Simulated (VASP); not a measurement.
A convergence study with VASP on BP (zinc blende): a few settings are varied, all else stays as given below, so the limit is that of these other settings. The cell's lengths are 1 % over those of the tabulated start and one atom is moved, so it is off equilibrium.

```
CELL_PARAMETERS angstrom
      0.00000     2.29270     2.29270
      2.29270     0.00000     2.29270
      2.29270     2.29270     0.00000
ATOMIC_POSITIONS crystal
  B  0.00000 0.00000 0.00000
  P  0.23678 0.26322 0.26322
```

Method: LDA (Ceperley-Alder, Perdew-Zunger), VASP's LDA PAW potentials (set 64) (plane waves; VASP). The last row used: 700 eV cut-off, 8×8×8 Γ-centred mesh, Gaussian smearing of 0.050 eV, potentials B P.

| setting | E (eV/atom) | pressure (GPa) | electronic steps |
|---|---|---|---|
| ALGO = Normal, EDIFF = 1E-2 | -7.1602 | -9.85 | 9 |
| ALGO = Normal, EDIFF = 1E-3 | -7.1602 | -9.85 | 9 |
| ALGO = Normal, EDIFF = 1E-4 | -7.1602 | -9.85 | 9 |
| ALGO = Normal, EDIFF = 1E-5 | -7.1602 | -9.51 | 11 |
| ALGO = Normal, EDIFF = 1E-6 | -7.1602 | -9.54 | 12 |
| ALGO = Normal, EDIFF = 1E-7 | -7.1602 | -9.54 | 13 |
| ALGO = Normal, EDIFF = 1E-8 | -7.1602 | -9.54 | 13 |
| ALGO = Normal, EDIFF = 1E-9 | -7.1602 | -9.54 | 15 |
| ALGO = Fast, EDIFF = 1E-2 | -7.1603 | -9.52 | 9 |
| ALGO = Fast, EDIFF = 1E-3 | -7.1603 | -9.53 | 9 |
| ALGO = Fast, EDIFF = 1E-4 | -7.1602 | -9.60 | 11 |
| ALGO = Fast, EDIFF = 1E-5 | -7.1602 | -9.54 | 12 |
| ALGO = Fast, EDIFF = 1E-6 | -7.1602 | -9.55 | 13 |
| ALGO = Fast, EDIFF = 1E-7 | -7.1602 | -9.54 | 15 |
| ALGO = Fast, EDIFF = 1E-8 | -7.1602 | -9.54 | 16 |
| ALGO = Fast, EDIFF = 1E-9 | -7.1602 | -9.54 | 18 |
| ALGO = All, EDIFF = 1E-2 | -7.1600 | -9.48 | 9 |
| ALGO = All, EDIFF = 1E-3 | -7.1602 | -9.54 | 10 |
| ALGO = All, EDIFF = 1E-4 | -7.1602 | -9.54 | 11 |
| ALGO = All, EDIFF = 1E-5 | -7.1602 | -9.54 | 12 |
| ALGO = All, EDIFF = 1E-6 | -7.1602 | -9.54 | 13 |
| ALGO = All, EDIFF = 1E-7 | -7.1602 | -9.54 | 14 |
| ALGO = All, EDIFF = 1E-8 | -7.1602 | -9.54 | 15 |
| ALGO = All, EDIFF = 1E-9 | -7.1602 | -9.54 | 16 |

Left out are rungs that failed or repeat a setting and relaxations that didn't move; long series are thinned to 24 rows.

The compound is BP in the zinc blende structure. The cell was not relaxed at this level, it is distorted from the ideal structure.
